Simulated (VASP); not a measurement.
Calculation: PBE GGA, VASP's PBE PAW potentials (set 64) (plane waves; VASP 6.6.1).

VASP input:

### KPOINTS
```
Automatic mesh
0
Gamma
16 16 16
0 0 0
```

### INCAR
```
SYSTEM  =  CdTe
PREC  =  Accurate; ENCUT  =  400; LREAL  =  .FALSE.
LASPH  =  .TRUE.; NBANDS  =  39
EDIFF  =  1E-7; NELM  =  100; ALGO  =  Normal
LMAXMIX  =  4
ISMEAR  =  0; SIGMA  =  0.01
GGA  =  PE
LWAVE  =  .FALSE.; LCHARG  =  .FALSE.; NEDOS  =  1001
LOPTICS  =  .TRUE.; CSHIFT  =  0.1
```

### POSCAR
```
CdTe
1
   -0.0000000000     3.3040962557     3.3040962557
    3.3040962557    -0.0000000000     3.3040962557
    3.3040962557     3.3040962557     0.0000000000
Cd Te
1 1
Direct
  1.0000000000   0.0000000000   0.0000000000
  0.2500000000   0.2500000000   0.2500000000
```

POTCAR, in this order: Cd Te (PBE.64 set). Program: vasp_std.

Output of the run:

### OUTCAR
```
 ion  position               nearest neighbor table
   1  0.000  0.000  0.000-   2 2.86   2 2.86   2 2.86   2 2.86
   2  0.250  0.250  0.250-   1 2.86   1 2.86   1 2.86   1 2.86
  LATTYP: Found a face centered cubic cell.
 ALAT       =     6.6081925114
 Subroutine PRICEL returns:
 Original cell was already a primitive cell.
 Subroutine GETGRP returns: Found 24 space group operations
The static configuration has the point symmetry T_d .
The dynamic configuration has the point symmetry T_d .
 Subroutine INISYM returns: Found 24 space group operations
 Subroutine IBZKPT returns following result:
 Found    145 irreducible k-points:

 Following reciprocal coordinates:
            Coordinates               Weight
  0.000000  0.000000  0.000000      1.000000
  0.062500  0.000000  0.000000      8.000000
  0.125000  0.000000  0.000000      8.000000
  0.187500  0.000000  0.000000      8.000000
  0.250000  0.000000  0.000000      8.000000
  0.312500  0.000000  0.000000      8.000000
  0.375000  0.000000  0.000000      8.000000
  0.437500  0.000000  0.000000      8.000000
  0.500000  0.000000  0.000000      4.000000
  0.062500  0.062500  0.000000      6.000000
  0.125000  0.062500  0.000000     24.000000
  0.187500  0.062500  0.000000     24.000000
  0.250000  0.062500  0.000000     24.000000
  0.312500  0.062500  0.000000     24.000000
  0.375000  0.062500  0.000000     24.000000
  0.437500  0.062500  0.000000     24.000000
  0.500000  0.062500  0.000000     24.000000
 -0.437500  0.062500  0.000000     24.000000
 -0.375000  0.062500  0.000000     24.000000
 -0.312500  0.062500  0.000000     24.000000
 -0.250000  0.062500  0.000000     24.000000
 -0.187500  0.062500  0.000000     24.000000
 -0.125000  0.062500  0.000000     24.000000
 -0.062500  0.062500  0.000000     12.000000
...
```

### OSZICAR
```
       N       E                     dE             d eps       ncg     rms          rms(c)
DAV:   1     0.112862358320E+03    0.11286E+03   -0.60912E+03 11926   0.320E+02
DAV:   2     0.651076096763E-01   -0.11280E+03   -0.10138E+03 13365   0.116E+02
DAV:   3    -0.501356184817E+01   -0.50787E+01   -0.50417E+01 14088   0.259E+01
DAV:   4    -0.504471298520E+01   -0.31151E-01   -0.31144E-01 13279   0.198E+00
DAV:   5    -0.504516172763E+01   -0.44874E-03   -0.44874E-03 13656   0.224E-01    0.520E+00
DAV:   6    -0.482617082185E+01    0.21899E+00   -0.12068E-01 14049   0.285E+00    0.409E+00
DAV:   7    -0.480918490050E+01    0.16986E-01   -0.45453E-02 13958   0.779E-01    0.172E+00
DAV:   8    -0.481028748342E+01   -0.11026E-02   -0.88985E-03 13073   0.465E-01    0.287E-01
DAV:   9    -0.481038522073E+01   -0.97737E-04   -0.25587E-04 13853   0.761E-02    0.131E-01
DAV:  10    -0.481051018409E+01   -0.12496E-03   -0.10560E-04 13237   0.313E-02    0.321E-02
DAV:  11    -0.481053849692E+01   -0.28313E-04   -0.14459E-05 13547   0.109E-02    0.961E-03
DAV:  12    -0.481054361105E+01   -0.51141E-05   -0.32307E-06 13325   0.575E-03    0.561E-03
DAV:  13    -0.481054400351E+01   -0.39247E-06   -0.56163E-07 13487   0.202E-03    0.142E-03
DAV:  14    -0.481054400992E+01   -0.64122E-08   -0.31335E-08 13053   0.579E-04
   1 F= -.48105440E+01 E0= -.48105440E+01  d E =-.249611E-19
 imaginary and real dielectric function
```

OUTCAR:
```
------------------------ aborting loop because EDIFF is reached ----------------------------------------
  FORCE on cell =-STRESS in cart. coord.  units (eV):
  Direction    XX          YY          ZZ          XY          YZ          ZX
  --------------------------------------------------------------------------------------
  Total       -0.0102439     -0.0102439     -0.0102439      0.0000000      0.0000000      0.0000000
  in kB       -0.2275031     -0.2275031     -0.2275031      0.0000000      0.0000000      0.0000000
  external PRESSURE =      -0.2275031 kB  Pullay stress =       0.0000000 kB
  volume of cell :       72.14
      direct lattice vectors                 reciprocal lattice vectors
     0.000000000  3.304096256  3.304096256    -0.151327310  0.151327310  0.151327310
     3.304096256  0.000000000  3.304096256     0.151327310 -0.151327310  0.151327310
     3.304096256  3.304096256  0.000000000     0.151327310  0.151327310 -0.151327310
  FREE ENERGIE OF THE ION-ELECTRON SYSTEM (eV)
  ---------------------------------------------------
  free  energy   TOTEN  =        -4.8105440099 eV

  energy  without entropy=       -4.8105440099  energy(sigma->0) =       -4.81054401

 plasma frequency squared (from intraband transitions) (eV^2)
  --------------------------------------------------------------------------------------
       0.000       0.000      -0.000
       0.000       0.000       0.000
       0.000       0.000       0.000

 plasma frequency squared (from interband transitions, int dw w eps(2)(w)) (eV^2)
  --------------------------------------------------------------------------------------
     229.162       0.000       0.000      -0.000      -0.000       0.000
       0.000       0.000     229.162       0.000      -0.000       0.000
      -0.000      -0.000      -0.000      -0.000     229.162       0.000
```
(Selected blocks of OUTCAR.)

The dielectric response may not be converged in the k-mesh; for small gaps it tends to come out too large.

The compound is CdTe in the zinc blende structure. It was relaxed first, which changed the volume by +6 %.
